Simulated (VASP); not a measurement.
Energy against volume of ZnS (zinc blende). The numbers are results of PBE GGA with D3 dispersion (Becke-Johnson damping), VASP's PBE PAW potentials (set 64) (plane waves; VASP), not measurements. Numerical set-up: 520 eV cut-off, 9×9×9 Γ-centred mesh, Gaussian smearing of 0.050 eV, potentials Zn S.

```csv
V (Å³/atom),E (eV/atom)
18.292,-3.71366
18.876,-3.72808
19.460,-3.73262
20.044,-3.72878
```

Q: Fit these four points and predict the energy of the run at 20.628 Å³/atom.

A: A cubic in V^(−2/3), the third-order Birch-Murnaghan form, passes through the four points with V0 = 19.47 Å³/atom and B0 = 76 GPa, and gives -3.7178 eV/atom there. The run gave -3.7178 eV/atom, +0.0 meV/atom from the fit; all five points give B0 = 76 GPa.

The compound is ZnS in the zinc blende structure. It was relaxed first.
